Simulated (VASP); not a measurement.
# CdAg in VASP: further runs

Runs on CdAg. Level: PBE. Tasks: work function.

Program: VASP 6.6.1. These are calculated values, not measurements. Logs are shortened: lines on timing, memory, paths and dates and some standing lists are left out, and cuts for length are marked.

## 1. The structure

The cell holds a sheet with vacuum, 2 atoms: a = 4.757 Å, b = 4.757 Å, c = 23.800 Å, α = 90.00°, β = 90.00°, γ = 120.00°.

The cell was built by a generator and needn't be a form met in nature.

## 2. Work function, PBE

INCAR reads:

```
SYSTEM = CdAg
ALGO = Normal
DIPOL = 0.5 0.5 0.294
EDIFF = 1E-7
EFIELD = -0.3
ENCUT = 520
GGA = PE
IDIPOL = 3
ISIF = 2
ISMEAR = -1
LASPH = .TRUE.
LCHARG = .FALSE.
LDIPOL = .TRUE.
LREAL = .FALSE.
LVACPOTAV = .TRUE.
LVHAR = .TRUE.
LWAVE = .FALSE.
NELM = 80
PREC = Accurate
SIGMA = 0.05
```

KPOINTS reads:

```
k-points
0
G
  7 7 1
  0 0 0
```

POSCAR reads:

```
CdAg
1.0
    4.7568800000      0.0000000000      0.0000000000
   -2.3784400000      4.1195800000      0.0000000000
    0.0000000000      0.0000000000     23.8000000000
Cd Ag
1 1
Direct
    0.3333300000      0.6666700000      0.2941200000
    0.0000000000      0.0000000000      0.2941200000
```

Potentials or basis: VASP PAW PBE potentials, release 64 (Cd, Ag).

Command:

```
$ cat potpaw_PBE.64/Cd/POTCAR potpaw_PBE.64/Ag/POTCAR > POTCAR
$ mpirun -np 1 vasp_std > vasp.out
```

OUTCAR:

```text
SYSTEM = CdAg
   EDIFF = 1E-7
   ENCUT = 520
   GGA = PE
   ISIF = 2
   ISMEAR = -1
   LASPH = .TRUE.
   LREAL = .FALSE.
   NELM = 80
   PREC = Accurate

 ion  position               nearest neighbor table
   1  0.333  0.667  0.294-   2 2.75   2 2.75   2 2.75
   2  0.000  0.000  0.294-   1 2.75   1 2.75   1 2.75

  LATTYP: Found a hexagonal cell.
 ALAT       =     4.7568800000
 C/A-ratio  =     5.0032794605

  Lattice vectors:

 A1 = (   4.7568800000,   0.0000000000,   0.0000000000)
 A2 = (  -2.3784400000,   4.1195800000,   0.0000000000)
 A3 = (   0.0000000000,   0.0000000000,  23.8000000000)

Analysis of symmetry for initial positions (statically):
=====================================================================
 Subroutine PRICEL returns:
 Original cell was already a primitive cell.

 Routine SETGRP: Setting up the symmetry group for a
 hexagonal supercell.

 Subroutine GETGRP returns: Found  4 space group operations
 (whereof  2 operations were pure point group operations)
 out of a pool of 24 trial point group operations.

The static configuration has the point symmetry C_1h.
 The point group associated with its full space group is C_2v.

Analysis of symmetry for dynamics (positions and initial velocities):
=====================================================================
 An external electric field (EFIELD) may reduce the allowed symmetry operations
 Subroutine PRICEL returns:
 Original cell was already a primitive cell.

 Routine SETGRP: Setting up the symmetry group for a
 hexagonal supercell.

 Subroutine GETGRP returns: Found  2 space group operations
 (whereof  2 operations were pure point group operations)
 out of a pool of 24 trial point group operations.

The dynamic configuration has the point symmetry C_1h.

 Subroutine INISYM returns: Found  2 space group operations
 (whereof  2 operations are pure point group operations),
 and found     1 'primitive' translations

----------------------------------------------------------------------------------------

                                     Primitive cell

  volume of cell :     466.3931

  direct lattice vectors                    reciprocal lattice vectors
     4.756880000  0.000000000  0.000000000     0.210221826  0.121371596  0.000000000
    -2.378440000  4.119580000  0.000000000     0.000000000  0.242743192  0.000000000
     0.000000000  0.000000000 23.800000000     0.000000000  0.000000000  0.042016807

  length of vectors
     4.756880000  4.756880933 23.800000000     0.242743240  0.242743192  0.042016807

  position of ions in fractional coordinates (direct lattice)
     0.333330000  0.666670000  0.294120000
     0.000000000  0.000000000  0.294120000

  ion indices of the primitive-cell ions
   primitive index   ion index
                 1           1
                 2           2

----------------------------------------------------------------------------------------

 KPOINTS: k-points

Automatic generation of k-mesh.
 Grid dimensions read from file:
 generate k-points for:    7    7    1

 Generating k-lattice:

  Cartesian coordinates                     Fractional coordinates (reciprocal lattice)
     0.030031689  0.017338799  0.000000000     0.142857143  0.000000000  0.000000000
     0.000000000  0.034677599  0.000000000     0.000000000  0.142857143  0.000000000
     0.000000000  0.000000000  0.042016807     0.000000000  0.000000000  1.000000000

  Length of vectors
     0.034677606  0.034677599  0.042016807

  Shift w.r.t. Gamma in fractional coordinates (k-lattice)
     0.000000000  0.000000000  0.000000000

 Subroutine IBZKPT returns following result:
 ===========================================

 Found     16 irreducible k-points:

 Following reciprocal coordinates:
            Coordinates               Weight
  0.000000  0.000000  0.000000      1.000000
  0.142857  0.000000  0.000000      4.000000
 -0.142857  0.142857  0.000000      2.000000
  0.285714  0.000000  0.000000      4.000000
 -0.285714  0.285714  0.000000      2.000000
  0.428571  0.000000  0.000000      4.000000
[... 8 lines left out ...]
  0.285714  0.285714  0.000000      2.000000
 -0.285714 -0.428571  0.000000      4.000000
   k-points           NKPTS =     16   k-points in BZ     NKDIM =     16   number of bands    NBANDS=     15
   number of dos      NEDOS =    301   number of ions     NIONS =      2
   total plane-waves  NPLWV = 233280
   dimension x,y,z NGX =    36 NGY =   36 NGZ =  180
   dimension x,y,z NGXF=    72 NGYF=   72 NGZF=  360
   ions per type =               1   1
   NGX,Y,Z   is equivalent  to a cutoff of  12.58, 12.58, 12.57 a.u.
   NGXF,Y,Z  is equivalent  to a cutoff of  25.16, 25.16, 25.15 a.u.
 SYSTEM =  CdAg
   PREC   = accura    normal or accurate (medium, high low for compatibility)
   ISTART =      0    job   : 0-new  1-cont  2-samecut
   ICHARG =      2    charge: 1-file 2-atom 10-const
   ISPIN  =      1    spin polarized calculation?
   LNONCOLLINEAR =      F non collinear calculations
   LSORBIT =      F    spin-orbit coupling
   LASPH  =      T    aspherical Exc in radial PAW
   ENCUT  =  520.0 eV  38.22 Ry    6.18 a.u.   8.84  8.84 44.25*2*pi/ulx,y,z
   NELM   =     80;   NELMIN=  2; NELMDL= -5     # of ELM steps
   EDIFF  = 0.1E-06   stopping-criterion for ELM
   LREAL  =      F    real-space projection
   EDIFFG = 0.1E-05   stopping-criterion for IOM
   NSW    =      0    number of steps for IOM
   IBRION =     -1    ionic relax: 0-MD 1-quasi-New 2-CG
   NFREE  =      0    steps in history (QN), initial steepest desc. (CG)
   ISIF   =      2    stress and relaxation
   ISYM   =      2    0-nonsym 1-usesym 2-fastsym
   POTIM  = 0.5000    time-step for ionic-motion
   TEBEG  =    0.0;   TEEND  =   0.0 temperature during run
   PSTRESS=    0.0 pullay stress
   NELECT =      23.0000    total number of electrons
   NUPDOWN=      -1.0000    fix difference up-down
   EMIN   =  10.00;   EMAX   =-10.00  energy-range for DOS
   EFERMI =   0.00;   METHOD = LEGACY
   ISMEAR =    -1;   SIGMA  =   0.05  broadening in eV -4-tet -1-fermi 0-gaus
   EFERMI_NEDOS =   21; number of points for ismear=-14 and -15
   IALGO  =     38    algorithm
   IMIX   =      4    mixing-type and parameters
     AMIX     =   0.40;   BMIX     =  1.00
     AMIX_MAG =   1.60;   BMIX_MAG =  1.00
  volume/ion in A,a.u.               =     233.20      1573.69
  Fermi-wavevector in a.u.,A,eV,Ry     =   0.600344  1.134485  4.903713  0.360413
  Thomas-Fermi vector in A             =   1.652167
   LORBIT       =      0    0 simple, 1 ext, 2 COOP (PROOUT), +10 PAW based schemes
   GGA     = PE    functional components
   LHFCALC =     F    Hartree Fock is set to
   AEXX    =    0.0000 exact exchange contribution
   IVDW    =     0    specifies the selected vdW correction
   LEPSILON=     F    determine dielectric tensor
   LRPA    =     F    only Hartree local field effects (RPA)
 non-spin polarized calculation
  energy-cutoff  :      520.00
  volume of cell :      466.39
 maximum number of plane-waves:     12615
   NGX = 17   NGY = 17   NGZ = 89

 number of electron      22.9999993 magnetization

 dipolmoment           0.000000      0.000000     -0.094133 electrons x Angstroem

 Free energy of the ion-electron system (eV)
  ---------------------------------------------------
  ext. energy  EPLUGINS =         0.00000000
  ---------------------------------------------------
  free energy    TOTEN  =        -2.19735313 eV

  energy without entropy =       -2.18046316  energy(sigma->0) =       -2.18890815

 E-fermi :  -3.1813     XC(G=0):  -1.6380

 val. band max:       -3.1896385383   @ k =   0.2857   0.1429   0.0000
 cond. band min:      -2.3481109439   @ k =   0.0000   0.0000   0.0000
 fundamental gap:      0.8415275945
 Fermi energy:        -3.1813079361

 k-point     1 :       0.0000    0.0000    0.0000
  band No.  band energies     occupation
      1     -11.6440      2.00000
      2     -11.5773      2.00000
      3     -11.5773      2.00000
      4     -11.5228      2.00000
      5     -11.5227      2.00000
      6      -7.9686      2.00000
      7      -7.3739      2.00000
      8      -7.3739      2.00000
      9      -6.9713      2.00000
     10      -6.9713      2.00000
     11      -6.5549      2.00000
     12      -2.3481      0.00000
     13      -1.0163      0.00000
     14      -0.0362      0.00000
     15       1.0167      0.00000

 k-point     2 :       0.1429    0.0000    0.0000
  band No.  band energies     occupation
      1     -11.6402      2.00000
      2     -11.5884      2.00000
      3     -11.5834      2.00000
      4     -11.5253      2.00000
      5     -11.5244      2.00000
      6      -7.8638      2.00000
      7      -7.3305      2.00000
      8      -7.3181      2.00000
      9      -6.9947      2.00000
     10      -6.9690      2.00000
     11      -6.5077      2.00000
     12      -2.1316      0.00000
     13      -0.8354      0.00000
     14      -0.2646      0.00000
     15       0.1478      0.00000

 k-point     3 :      -0.1429    0.1429    0.0000
  band No.  band energies     occupation
      1     -11.6402      2.00000
      2     -11.5884      2.00000
      3     -11.5834      2.00000
      4     -11.5253      2.00000
      5     -11.5244      2.00000
      6      -7.8638      2.00000
      7      -7.3305      2.00000
      8      -7.3181      2.00000
      9      -6.9947      2.00000
     10      -6.9690      2.00000
     11      -6.5077      2.00000
     12      -2.1316      0.00000
     13      -0.8354      0.00000
     14      -0.2647      0.00000
     15       0.1478      0.00000

 k-point     4 :       0.2857    0.0000    0.0000
  band No.  band energies     occupation
      1     -11.6517      2.00000
      2     -11.5968      2.00000
      3     -11.5942      2.00000
      4     -11.5310      2.00000
      5     -11.5281      2.00000
      6      -7.7056      2.00000
      7      -7.1861      2.00000
      8      -7.1416      2.00000
      9      -7.0434      2.00000
     10      -6.9639      2.00000
     11      -6.2702      2.00000
     12      -2.2816      0.00000
     13      -1.5201      0.00000
     14      -0.2925      0.00000
     15      -0.0139      0.00000
[... 163 lines left out ...]
 k-point    14 :       0.4286    0.4286    0.0000
  band No.  band energies     occupation
      1     -11.6832      2.00000
      2     -11.6130      2.00000
      3     -11.5804      2.00000
      4     -11.5437      2.00000
      5     -11.5252      2.00000
      6      -7.6327      2.00000
      7      -7.0840      2.00000
      8      -7.0423      2.00000
      9      -6.9631      2.00000
     10      -6.9355      2.00000
     11      -5.1972      2.00000
     12      -4.2883      2.00000
     13      -1.5128      0.00000
     14      -0.2688      0.00000
     15       0.8748      0.00000

 k-point    15 :       0.2857    0.2857    0.0000
  band No.  band energies     occupation
      1     -11.6870      2.00000
      2     -11.6162      2.00000
      3     -11.5781      2.00000
      4     -11.5481      2.00000
      5     -11.5217      2.00000
      6      -7.6151      2.00000
      7      -7.0831      2.00000
      8      -7.0205      2.00000
      9      -6.9674      2.00000
     10      -6.9306      2.00000
     11      -5.1726      2.00000
     12      -3.9989      2.00000
     13      -2.3372      0.00000
     14      -0.1425      0.00000
     15       1.0501      0.00000

 k-point    16 :      -0.2857   -0.4286    0.0000
  band No.  band energies     occupation
      1     -11.6870      2.00000
      2     -11.6162      2.00000
      3     -11.5781      2.00000
      4     -11.5481      2.00000
      5     -11.5217      2.00000
      6      -7.6151      2.00000
      7      -7.0831      2.00000
      8      -7.0205      2.00000
      9      -6.9674      2.00000
     10      -6.9306      2.00000
     11      -5.1726      2.00000
     12      -3.9989      2.00000
     13      -2.3372      0.00000
     14      -0.1425      0.00000
     15       1.0500      0.00000

------------------------ aborting loop because EDIFF is reached ----------------------------------------

  FORCE on cell =-STRESS in cart. coord.  units (eV):
  Direction    XX          YY          ZZ          XY          YZ          ZX
  --------------------------------------------------------------------------------------
  -------------------------------------------------------------------------------------
  Total        0.1717272      0.1715297     -0.0365944     -0.0001712     -0.0000001      0.0000002
  in kB        0.5899261      0.5892475     -0.1257110     -0.0005880     -0.0000002      0.0000005
  external PRESSURE =       0.3511542 kB  Pullay stress =       0.0000000 kB

 VOLUME and BASIS-vectors are now :
 -----------------------------------------------------------------------------
  energy-cutoff  :      520.00
  volume of cell :      466.39
      direct lattice vectors                 reciprocal lattice vectors
     4.756880000  0.000000000  0.000000000     0.210221826  0.121371596  0.000000000
    -2.378440000  4.119580000  0.000000000     0.000000000  0.242743192  0.000000000
     0.000000000  0.000000000 23.800000000     0.000000000  0.000000000  0.042016807

 POSITION                                       TOTAL-FORCE (eV/Angst)
 -----------------------------------------------------------------------------------
     -0.00002      2.74640      7.00006         0.000081     -0.000047      0.012184
      0.00000      0.00000      7.00006        -0.000081      0.000047     -0.012184
 -----------------------------------------------------------------------------------
    total drift:                               -0.000003      0.000002     -0.000067

  FREE ENERGIE OF THE ION-ELECTRON SYSTEM (eV)
  ---------------------------------------------------
  free  energy   TOTEN  =        -2.1973531332 eV

  energy  without entropy=       -2.1804631585  energy(sigma->0) =       -2.18890815
```

Run time: 1.7 min. Hardware: 1 thread of Intel Xeon Platinum 8488C (Sapphire Rapids), shared host; peak memory 0.59 GiB.

What came out:

```
Free energy            : -2.1974 eV
Largest force          : 0.012 eV/Å
Band gap on the k mesh : none (metal or under the smearing width)
```

Forces in eV/Å, atoms in the order of the input:
```
Cd   0.000  0.000  0.012
Ag   0.000  0.000 -0.012
```

## 3. Work function, PBE

Edit INCAR of step 2 so:

```diff
@@ -4,3 +4,3 @@
 EDIFF = 1E-7
-EFIELD = -0.3
+EFIELD = -0.1
 ENCUT = 520
```

KPOINTS is that of step 2.

POSCAR is that of step 2.

Potentials or basis: VASP PAW PBE potentials, release 64 (Cd, Ag).

Command:

```
$ cat potpaw_PBE.64/Cd/POTCAR potpaw_PBE.64/Ag/POTCAR > POTCAR
$ mpirun -np 1 vasp_std > vasp.out
```

OUTCAR:

```text
SYSTEM = CdAg
   EDIFF = 1E-7
   ENCUT = 520
   GGA = PE
   ISIF = 2
   ISMEAR = -1
   LASPH = .TRUE.
   LREAL = .FALSE.
   NELM = 80
   PREC = Accurate

 ion  position               nearest neighbor table
   1  0.333  0.667  0.294-   2 2.75   2 2.75   2 2.75
   2  0.000  0.000  0.294-   1 2.75   1 2.75   1 2.75

  LATTYP: Found a hexagonal cell.
 ALAT       =     4.7568800000
 C/A-ratio  =     5.0032794605

  Lattice vectors:

 A1 = (   4.7568800000,   0.0000000000,   0.0000000000)
[... 470 lines left out ...]

  FORCE on cell =-STRESS in cart. coord.  units (eV):
  Direction    XX          YY          ZZ          XY          YZ          ZX
  --------------------------------------------------------------------------------------
  -------------------------------------------------------------------------------------
  Total        0.1620497      0.1618520     -0.0130444     -0.0001713     -0.0000001      0.0000002
  in kB        0.5566813      0.5560022     -0.0448107     -0.0005884     -0.0000005      0.0000008
  external PRESSURE =       0.3559576 kB  Pullay stress =       0.0000000 kB

 VOLUME and BASIS-vectors are now :
 -----------------------------------------------------------------------------
  energy-cutoff  :      520.00
  volume of cell :      466.39
      direct lattice vectors                 reciprocal lattice vectors
     4.756880000  0.000000000  0.000000000     0.210221826  0.121371596  0.000000000
    -2.378440000  4.119580000  0.000000000     0.000000000  0.242743192  0.000000000
     0.000000000  0.000000000 23.800000000     0.000000000  0.000000000  0.042016807

 POSITION                                       TOTAL-FORCE (eV/Angst)
 -----------------------------------------------------------------------------------
     -0.00002      2.74640      7.00006         0.000081     -0.000047      0.004089
      0.00000      0.00000      7.00006        -0.000081      0.000047     -0.004089
 -----------------------------------------------------------------------------------
    total drift:                               -0.000003      0.000002     -0.000077

  FREE ENERGIE OF THE ION-ELECTRON SYSTEM (eV)
  ---------------------------------------------------
  free  energy   TOTEN  =        -2.1848070305 eV

  energy  without entropy=       -2.1679170564  energy(sigma->0) =       -2.17636204

 vacuum level on the upper side and lower side of the slab         1.435         0.091
```

OSZICAR:

```text
N       E                     dE             d eps       ncg     rms          rms(c)
DAV:   1     0.185994366841E+03    0.18599E+03   -0.65787E+03   480   0.100E+03
DAV:   2     0.142977008100E+02   -0.17170E+03   -0.16407E+03   734   0.205E+02
DAV:   3    -0.209597877121E+01   -0.16394E+02   -0.16315E+02   494   0.894E+01
[... 14 lines left out ...]
DAV:  18    -0.218480161727E+01   -0.11116E-04   -0.41900E-07   439   0.180E-03    0.426E-04
DAV:  19    -0.218480570567E+01   -0.40884E-05   -0.13942E-07   415   0.107E-03    0.197E-04
DAV:  20    -0.218480655180E+01   -0.84613E-06   -0.14549E-08   429   0.346E-04    0.133E-04
DAV:  21    -0.218480695020E+01   -0.39840E-06   -0.76572E-09   415   0.278E-04    0.354E-05
DAV:  22    -0.218480703047E+01   -0.80266E-07   -0.13009E-09   450   0.102E-04
   1 F= -.21848070E+01 E0= -.21763620E+01  d E =-.168900E-01
```

Wall time 1.8 min (1 thread of Intel Xeon Platinum 8488C (Sapphire Rapids), shared host); peak memory 0.58 GiB.

Results:

- Free energy: -2.1848 eV
- Largest force: 0.004 eV/Å
- Band gap on the k mesh: none (metal or under the smearing width)
- Work function of the upper face: 4.62 eV
- Work function of the lower face: 3.28 eV

Forces on the atoms (eV/Å):
```
Cd   0.000  0.000  0.004
Ag   0.000  0.000 -0.004
```

(Part 1 of 2 ends here.)
